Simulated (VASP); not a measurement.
# SiNH₂Cl: screened Coulomb integrals of an active space by constrained RPA

SiNH₂Cl, molecule in box, 5 atoms in the cell.

| Functional | Screened U within a state, mean (eV) | Screened U' between states, mean (eV) | Screened J (eV) | Bare U within a state, mean (eV) | Bare U' between states, mean (eV) | Time (s) |
|---|---|---|---|---|---|---|
| LDA | 6.80 | 6.35 | 0.66 | 9.42 | 8.68 | 581 |
| PBE | 6.81 | 6.36 | 0.67 | 9.43 | 8.69 | 518 |
| r2SCAN | 7.06 | 6.59 | 0.72 | 9.53 | 8.79 | 908 |
| PBE0 | 7.29 | 6.79 | 0.73 | 9.43 | 8.67 | 544 |
| HSE06 | 7.11 | 6.62 | 0.72 | 9.44 | 8.69 | 531 |

Limits: the periodic box is only 6.12 Å wide at its narrowest and no larger one was tried.

## Input of the first row

INCAR.step1:
```
SYSTEM = SiH2NCl
ALGO = Normal
EDIFF = 1E-7
ENCUT = 420
GGA = CA
ISMEAR = -1
LASPH = .True.
LCHARG = .False.
LWAVE = .True.
NELM = 150
PREC = Accurate
SIGMA = 0.02
```

INCAR.step2, as INCAR.step1 but for:
```
- ALGO = Normal
- NELM = 150
+ ALGO = Exact
+ LOPTICS = .True.
+ NBANDS = 129
+ NELM = 1
```

INCAR.step3:
```
SYSTEM = SiH2NCl
ALGO = CRPA
ENCUT = 420
ENCUTGW = 90
GGA = CA
ISMEAR = -1
LASPH = .True.
LCHARG = .False.
LOCALIZED_BASIS = BLOCH
LWAVE = .False.
NBANDS = 132
NCRPA_BANDS = 9 10
NTARGET_STATES = 9 10
PREC = Accurate
PRECFOCK = Fast
SIGMA = 0.02
```

KPOINTS:
```
k-points
0
Gamma
  1 1 1
```

POSCAR:
```
SiH2NCl
1.0
    6.1200000000      0.0000000000      0.0000000000
    0.0000000000      8.6600000000      0.0000000000
    0.0000000000      0.0000000000      7.3400000000
N Si Cl H
1 1 1 2
Direct
    0.4614297500      0.6011951400      0.4652316100
    0.4666585100      0.4943591200      0.6595776600
    0.5916911700      0.2885046100      0.5485013600
    0.4083088300      0.7114953900      0.4661171600
    0.5082924800      0.5650750500      0.3404223400
```

Commands (each step's output is kept before the next begins):
```
cat potpaw_LDA.64/N_GW/POTCAR potpaw_LDA.64/Si_GW/POTCAR potpaw_LDA.64/Cl_GW/POTCAR potpaw_LDA.64/H_GW/POTCAR > POTCAR
cp INCAR.step1 INCAR
mpirun -np 4 vasp_std > vasp.out
cp INCAR.step2 INCAR
mpirun -np 4 vasp_std > vasp.out
cp INCAR.step3 INCAR
mpirun -np 4 vasp_std > vasp.out
```

Changes of the last row against the first:
```
(all steps)
- GGA = CA
+ GGA = PE
+ LHFCALC = True
+ HFSCREEN = 0.2
- cat potpaw_LDA.64/N_GW/POTCAR potpaw_LDA.64/Si_GW/POTCAR potpaw_LDA.64/Cl_GW/POTCAR potpaw_LDA.64/H_GW/POTCAR > POTCAR
+ cat potpaw_PBE.64/N_GW/POTCAR potpaw_PBE.64/Si_GW/POTCAR potpaw_PBE.64/Cl_GW/POTCAR potpaw_PBE.64/H_GW/POTCAR > POTCAR
```

VASP 6.6.1 took 581 s on 4 cores (Intel Xeon Platinum 8488C (Sapphire Rapids)), a shared host.
